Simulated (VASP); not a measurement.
Consider the following.

```
EuZnGe
1.0
    4.18557     0.00000     0.00000
   -2.09278     3.62481     0.00000
    0.00000     0.00000     4.28344
Eu Zn Ge
1 1 1
Direct
  0.00000   0.00000   0.00000
  0.33333   0.66667   0.50000
  0.66667   0.33333   0.50000
```

All values below come from PBEsol GGA with spin-orbit coupling, VASP's PBE PAW potentials (set 64) (plane waves; VASP 6.6.1). Numerical set-up: 400 eV cut-off, 8×8×7 Γ-centred mesh, Gaussian smearing of 0.050 eV, potentials Eu_2 Zn Ge_d.

The 4f electrons are frozen in the core of the lanthanide potential, so 4f levels, which can set the real gap, and their magnetism are missing.

### Question
The job: EuZnGe (space group P-6m2), 3 atoms, PBEsol+SOC, static run, 400 eV, 8×8×7 Γ-centred mesh. Roughly how much core time does it take on a busy server core?

### Answer
About 4 core-minutes (one run on a shared machine, a rough figure). It had 60 irreducible k-points, 42 bands, up to 2390 plane waves and 13 electronic steps.

The structure comes from a computed database's EuZnGe entry (P-6m2); how it stands against other phases isn't given here. It was relaxed first, which changed the volume by -9 %.
